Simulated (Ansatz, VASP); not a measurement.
# Cross-check of NaMgBr3 between VASP and Ansatz, part 2 of 2

One calculation is typed for both programs; each brings its own data sets. How far apart do they land? The cell is generated by rule, not measured, and may not be a known phase. The cell is taken from a series of runs on this material, whose earlier steps may have relaxed, scaled, displaced or heated it; both programs get it as it stands.

VASP 6.6.1 and Ansatz 0.2.0.

So far: The starting structure; VASP: relaxation of cell and atoms, PBE.

The structure was built from a prototype and need not be the compound's stable phase.

## (3) Ansatz: relaxation of cell and atoms, PBE

Level of this step: Ansatz beside VASP: Kohn-Sham DFT, plane waves, PBE (Ansatz).

Ansatz runs on its default PAW (the set named soft_2) files.

The same cell, functional and mesh now go to Ansatz, which takes its cutoff from its data sets.

File input.yaml:

```yaml
crystal:
  lattice:
    - [3.7152602698, -3.8868062188, 0.0]
    - [3.7152602698, 3.8868062188, 0.0]
    - [0.0, 0.0, 10.6429543434]
  atoms:
    - { symbol: Na, position: [0.1281024029, 0.8718975971, 0.75] }
    - { symbol: Na, position: [0.8718975971, 0.1281024029, 0.25] }
    - { symbol: Mg, position: [0.5, 0.5, 0.0] }
    - { symbol: Mg, position: [0.5, 0.5, 0.5] }
    - { symbol: Br, position: [0.4996973651, 0.5003026349, 0.25] }
    - { symbol: Br, position: [0.5003026349, 0.4996973651, 0.75] }
    - { symbol: Br, position: [0.0, 0.5, 0.0] }
    - { symbol: Br, position: [0.0, 0.5, 0.5] }
    - { symbol: Br, position: [0.5, 0.0, 0.0] }
    - { symbol: Br, position: [0.5, 0.0, 0.5] }
kpoints:
  mp_grid: { grid: [4, 4, 2] }
hamiltonian:
  xc: pbe
scf:
  occupations: { method: fixed }
output:
  forces: true
  stress: true
  eigenvalues: true
relax:
  adjacent_minimum: "off"
  f_tol: 0.001
  max_steps: 60
  cell: { stress_tol: 0.01 }
```

The run is started by

```sh
$ ansatz run input.yaml --threads 4 --pin off --max-ram 14336MiB --backend cpu --events-out ev --progress --plain --runs-dir out
```

Numbers of over 12 decimals in the logs are rounded to 6 here.

The program printed:

```text
Engine: ansatz 0.2.0, aarch64-unknown-linux-gnu
Pseudopotentials: kind: paw
Pseudopotential: Na, paw, valence charge 9, recommended cutoff 420 eV (normal), Na.paw.azcp
Pseudopotential: Mg, paw, valence charge 10, recommended cutoff 420 eV (normal), Mg.paw.azcp
Pseudopotential: Br, paw, valence charge 7, recommended cutoff 420 eV (normal), Br.paw.azcp
Functional definition: PBE
  parameter kappa = 0.804
  parameter beta = 0.066725
  exchange = pbe_x(kappa = kappa, mu = beta*pi^2/3)
  correlation = pbe_c(beta = beta)
Crystal: 10 atoms, lattice volume = 307.379 Å³
Basis set: ecut = 420 eV, 5975 PW (Γ), exchange–correlation on 72×72×144 points (8 copies of the dense FFT grid, shifted against one another)
Bands: 50, of which v1, the nominal top of the filled ones, is band 40 counted from 1 (39 counted from 0)
Symmetry: 8 space group operations
Space group: Cmcm (ITA 63), of the structure as read, at distance tolerance 6.7e-5 Å
k-points: 14 of 32
Non-local potential: Na, projectors of the file, l = 0: 3, l = 1: 2, l = 2: 1
Non-local potential: Mg, projectors of the file, l = 0: 3, l = 1: 2, l = 2: 1
Non-local potential: Br, projectors of the file, l = 0: 2, l = 1: 2, l = 2: 2
PAW form: soft (Blöchl's): semilocal exchange-correlation on the pseudo side does not see the compensation charge
PAW one-centre angular grid: Na, 110 points (default); XC on 64 Gauss nodes
PAW one-centre angular grid: Mg, 110 points (default); XC on 64 Gauss nodes
PAW one-centre angular grid: Br, 110 points (default); XC on 64 Gauss nodes
Initial density: superposition of atomic densities (neutral atoms: chi_scale 0, normalization atom), corrected by the library's trained network
Initial wavefunctions: pseudopotential atomic-orbital guess
Functional: x = pbe(κ = 0.804, μ = 0.219515), c = pbe(β = 0.066725)
SCF iter   1: F=—  HF=-23533.446436 eV  |F-HF|=—  |Δ(HF+E_count)|=         —  Δρ=6.35e-4  dr2=2.54e-3  ethr=1.77e-3  ⟨swp⟩=6.4  Hψ=2899  notcnv=0  defer=104
preconditioner: auto → Resta (q_TF=auto, 2.180 Å⁻¹)  ε∞=2.8  [insulator: Δε(μ)=2.513 eV  Ē_g=10.873 eV  n_scr=54 (ndim 8)  ℏωp=14.7 eV  f_vac=0.145  ε∞_Penn≈2.8]
SCF iter   2: F=—  HF=-23533.445948 eV  |F-HF|=—  |Δ(HF+E_count)|=   4.89e-4  Δρ=2.94e-4  dr2=6.68e-4  ethr=3.17e-6  ⟨swp⟩=2.9  Hψ=1302  notcnv=0  defer=112
SCF iter   3: F=—  HF=-23533.446157 eV  |F-HF|=—  |Δ(HF+E_count)|=   2.10e-4  Δρ=8.11e-5  dr2=5.60e-5  ethr=8.35e-7  ⟨swp⟩=2.0  Hψ=926  notcnv=0  defer=112
SCF iter   4: F=—  HF=-23533.447159 eV  |F-HF|=—  |Δ(HF+E_count)|=   1.00e-3  Δρ=3.64e-5  dr2=3.20e-6  ethr=7.01e-8  ⟨swp⟩=2.1  Hψ=1163  notcnv=0  defer=111
SCF iter   5: F=—  HF=-23533.447160 eV  |F-HF|=—  |Δ(HF+E_count)|=   5.42e-7  Δρ=9.05e-6  dr2=3.06e-7  ethr=3.99e-9  ⟨swp⟩=2.0  Hψ=1060  notcnv=0  defer=112
SCF iter   6: F=-23533.447160 eV  HF=-23533.447160 eV  |F-HF|=2.35e-8  |Δ(HF+E_count)|=   3.83e-7  Δρ=2.36e-6  dr2=1.85e-8  ethr=1.25e-10  ⟨swp⟩=19.8  Hψ=4712  notcnv=0
SCF 1 converged in 6 iterations: F = -23533.447160 eV  dr2 = 1.85e-8
  greatest PAW one-centre occupation: 1.000 electrons in one spin orbital (limit 2), on the Mg atom at site 3 (counted from 0), in its partial waves of l = 0
relax step   1: F+E_penalty+E_count = -23533.44716006 eV  Δ(F+E_penalty+E_count) = +0.000e0 eV  max|allowed force component| = 4.040e-4 eV/Å  Δτ_max = 0.0000 Å  P = -0.002 GPa  Ω = 307.379 Å³  (6 SCF iters, dr2 threshold 1.00e-7 eV, accepted)
Initial density: handed on by an earlier stage of this run
Initial wavefunctions: pseudopotential atomic-orbital guess (no wavefunctions were taken with the density)
iter 1 solved again at ethr=5.11e-7 eV; its pass at ethr=3.10e-3 eV (dr2=4.09e-4 eV) is discarded
SCF iter   1: F=—  HF=-23533.446184 eV  |F-HF|=—  |Δ(HF+E_count)|=         —  Δρ=7.28e-6  dr2=1.50e-7  ethr=5.11e-7  ⟨swp⟩=3.3  Hψ=4407  notcnv=0  defer=112
eigensolver tolerance schedule: the retry pair's looser diagonalisation over-reported the residual by 2727.67 of it (diagonalisation noise at 0.82 of the residual, at the tolerance the schedule requests for it); recorded, not acted on — ethr = c·dr2/N_el stays at c = 1.0e-1
preconditioner: auto → Resta (q_TF=auto, 2.180 Å⁻¹)  ε∞=2.8  [insulator: Δε(μ)=2.510 eV  Ē_g=10.884 eV  n_scr=54 (ndim 8)  ℏωp=14.7 eV  f_vac=0.144  ε∞_Penn≈2.8]
SCF iter   2: F=—  HF=-23533.447160 eV  |F-HF|=—  |Δ(HF+E_count)|=   9.76e-4  Δρ=3.45e-6  dr2=4.59e-8  ethr=1.87e-10  ⟨swp⟩=3.3  Hψ=1657  notcnv=0  defer=111
SCF iter   3: F=—  HF=-23533.447160 eV  |F-HF|=—  |Δ(HF+E_count)|=   1.86e-9  Δρ=2.18e-6  dr2=2.00e-8  ethr=5.74e-11  ⟨swp⟩=1.1  Hψ=666  notcnv=0  defer=111
SCF iter   4: F=—  HF=-23533.447160 eV  |F-HF|=—  |Δ(HF+E_count)|=   1.18e-8  Δρ=5.52e-7  dr2=1.31e-9  ethr=2.50e-11  ⟨swp⟩=2.1  Hψ=1155  notcnv=0  defer=111
SCF iter   5: F=—  HF=-23533.447160 eV  |F-HF|=—  |Δ(HF+E_count)|=  8.51e-10  Δρ=2.94e-7  dr2=1.88e-10  ethr=1.63e-12  ⟨swp⟩=2.0  Hψ=904  notcnv=0  defer=111
SCF iter   6: F=—  HF=-23533.447160 eV  |F-HF|=—  |Δ(HF+E_count)|=  1.16e-10  Δρ=2.76e-7  dr2=2.23e-10  ethr=1.00e-12  ⟨swp⟩=1.9  Hψ=656  notcnv=0  defer=111
SCF iter   7: F=—  HF=-23533.447160 eV  |F-HF|=—  |Δ(HF+E_count)|=  1.09e-10  Δρ=1.52e-7  dr2=8.32e-11  ethr=1.00e-12  ⟨swp⟩=1.0  Hψ=629  notcnv=0  defer=111
SCF iter   8: F=—  HF=-23533.447160 eV  |F-HF|=—  |Δ(HF+E_count)|=  1.46e-11  Δρ=8.93e-8  dr2=2.75e-11  ethr=1.00e-12  ⟨swp⟩=1.0  Hψ=629  notcnv=0  defer=111
SCF iter   9: F=—  HF=-23533.447160 eV  |F-HF|=—  |Δ(HF+E_count)|=  7.28e-12  Δρ=3.72e-8  dr2=4.74e-12  ethr=1.00e-12  ⟨swp⟩=1.0  Hψ=629  notcnv=0  defer=111
SCF iter  10: F=-23533.447160 eV  HF=-23533.447160 eV  |F-HF|=0.00e0  |Δ(HF+E_count)|=  7.28e-12  Δρ=2.09e-9  dr2=1.92e-14  ethr=1.00e-12  ⟨swp⟩=21.2  Hψ=4993  notcnv=0
SCF 2 converged in 10 iterations: F = -23533.447160 eV  dr2 = 1.92e-14
relax step   2: F+E_penalty+E_count = -23533.44716007 eV  Δ(F+E_penalty+E_count) = -5.479e-9 eV  max|allowed force component| = 4.968e-4 eV/Å  Δτ_max = 0.0000 Å  P = -0.002 GPa  Ω = 307.379 Å³  stress off target by 4.57e-3 GPa  SCF on the basis re-selected at this cell (its energy is not comparable with the rows above)  (10 SCF iters)
basis re-selected at this cell: Δ(F+E_penalty+E_count) = -5.479e-9 eV, ΔP = -0.000 GPa vs the last step (what re-selecting the basis moved, of the pressure what is left beyond the Pulay correction that the steps carried, after the strain that the cell walked since its last selection, with what the two solves' SCF thresholds leave and, on support functions, any second-order correction that the steps lacked; it is no m [...]
SCF converged after 10 iterations
Free energy (F): -23533.447160 eV
Harris-Foulkes:  -23533.447160 eV  (|F-HF|=0.00e0)
Internal energy: -23533.447160 eV  (E = F + TS)
E sigma→0 (E₀):  -23533.447160 eV
Fermi energy:    1.749018 eV
--- Per-component energies (eV) ---
  E_band       = -1370.293448
  E_kinetic    = 1196.856994
  E_local      = -8205.198283  (includes V_loc(G=0)·N_el)
  E_nonlocal   = 842.088677
  E_hartree    = 2901.872276
  E_xc         = -1725.564012
  E_vxc        = -799.623468  (∫ρ·V_xc dr)
  E_paw        = -14592.083472  (= ΣΔE_a)
  E_vpaw       = -208.161852  (= ΣTr[D̂ρ^β])
  E_aug_tail   = -0.000067  (compensation charges beyond the density's cutoff)
  E_ewald      = -3951.419274
  E_smearing   = -0.000000  (= −TS)
  E_closure    = 0.000000  (closes the sum)
  Σ components = -23533.447160   (vs F -23533.447160, Δ=0.00e0)
--- Forces (eV/Å), atoms counted from 1 ---
  atom   1  Na     0.00000000    -0.00049680     0.00000000
  atom   2  Na     0.00000000     0.00049680     0.00000000
  atom   3  Mg    -0.00000000    -0.00000000     0.00000000
  atom   4  Mg    -0.00000000    -0.00000000     0.00000000
  atom   5  Br     0.00000000    -0.00031084     0.00000000
  atom   6  Br     0.00000000     0.00031084     0.00000000
  atom   7  Br     0.00000000     0.00000000    -0.00000000
  atom   8  Br    -0.00000000     0.00000000     0.00000000
  atom   9  Br    -0.00000000     0.00000000     0.00000000
  atom  10  Br    -0.00000000     0.00000000     0.00000000
  max |Σ_I F_I| component: 5.42e-20 eV/Å
--- Stress (GPa, compression-positive) ---
       -0.000835       0.000000       0.000000
        0.000000      -0.004574       0.000000
        0.000000       0.000000      -0.001758
  P = ⅓ Tr σ = -0.0024 GPa (-0.024 kbar)
--- Band table (eV; the first three rows and the last of 14) ---
  k-point 0: bands = [... 36 lower, 1.0239, 1.1338, 1.3035, 1.3093, 4.2596, 5.2504, 6.5001, 7.0527, ... 6 higher]
  k-point 1: bands = [... 36 lower, 0.9781, 0.9781, 1.2987, 1.2987, 5.2287, 5.2287, 5.8935, 5.8935, ... 6 higher]
  k-point 2: bands = [... 36 lower, 0.9817, 0.9827, 1.0808, 1.2193, 5.2136, 5.8482, 6.9998, 7.1694, ... 6 higher]
  k-point 13: bands = [... 36 lower, 1.2012, 1.2012, 1.7242, 1.7242, 6.4851, 6.4851, 7.7872, 7.7872, ... 6 higher]
--- Relaxed structure (1 steps of the walk, 1 accepted, 1 SCFs on fresh bases) ---
  F+E_penalty+E_count = -23533.44716007 eV   max|allowed force component| = 4.968e-4 eV/Å   (the final SCF, on the basis selected at the relaxed cell)
  cell:  # Å, volume = 307.3791 Å³
    - [3.7152602698, -3.8868062188, 0.0]
    - [3.7152602698, 3.8868062188, 0.0]
    - [0.0, 0.0, 10.6429543434]
  atoms:
    - { symbol: Na, position: [0.128102, 0.8718975971, 0.75] }
    - { symbol: Na, position: [0.8718975971, 0.128102, 0.25] }
    - { symbol: Mg, position: [0.5, 0.5, 0.0] }
    - { symbol: Mg, position: [0.5, 0.5, 0.5] }
    - { symbol: Br, position: [0.4996973651, 0.5003026349, 0.25] }
    - { symbol: Br, position: [0.5003026349, 0.4996973651, 0.75] }
    - { symbol: Br, position: [0.0, 0.5, 0.0] }
    - { symbol: Br, position: [0.0, 0.5, 0.5] }
    - { symbol: Br, position: [0.5, 0.0, 0.0] }
    - { symbol: Br, position: [0.5, 0.0, 0.5] }
```

Reading the cycles: dr2 is the Hartree energy of the density residual (eV), the measure of convergence; HF is the Harris–Foulkes estimate of the energy, which meets the free energy F at convergence.

## (4) Comparison

Known differences besides the potentials themselves: fixed occupations in Ansatz, narrow Gaussian smearing in VASP; the data sets hold 80 valence electrons in Ansatz (on its default PAW (the set named soft_2) files) and 60 in VASP; the cutoff is 420 eV in Ansatz and 600 eV in VASP; Ansatz adds a Pulay correction to the stress that steers its cell, VASP none. Total energies have different zeros and are not compared.

The two programs side by side:

| quantity | Ansatz | VASP | difference |
| --- | --- | --- | --- |
| volume (Å³) | 307.38 | 306.84 | +0.18 % |
| edge a after relaxation, in the typed setting (Å) | 5.377 | 5.374 | +0.06 % |
| edge c after relaxation, in the typed setting (Å) | 10.643 | 10.637 | +0.06 % |

## (5) What came out

```
difference in volume (relaxation of cell and atoms, PBE) : 0.18 %
```

**Reading.** The difference in volume is 0.18 % (relaxation of cell and atoms, PBE), within the 1.2 % picked in this series as the mark of a large difference, as far as the stopping tolerances let one tell. The data sets hold unlike numbers of valence electrons (80 in Ansatz and 60 in VASP), so part of the differences comes from the potentials. 1 further run of this series is not shown here. How closely two codes agree says nothing of how well the functional describes the real material.

[Lines on the potential files, build, host, timing and source positions are cut from VASP's logs without a mark.]

[Logs are printed without paths, hosts, clocks, repeated set-up lines and the standing remarks that a program may print on its own settings, such as how far it seeks lower states.]

[Hosts, paths, dates, database ids (printed as entryN), source tags and the programs' standing remarks are cut or masked in the printed files.]
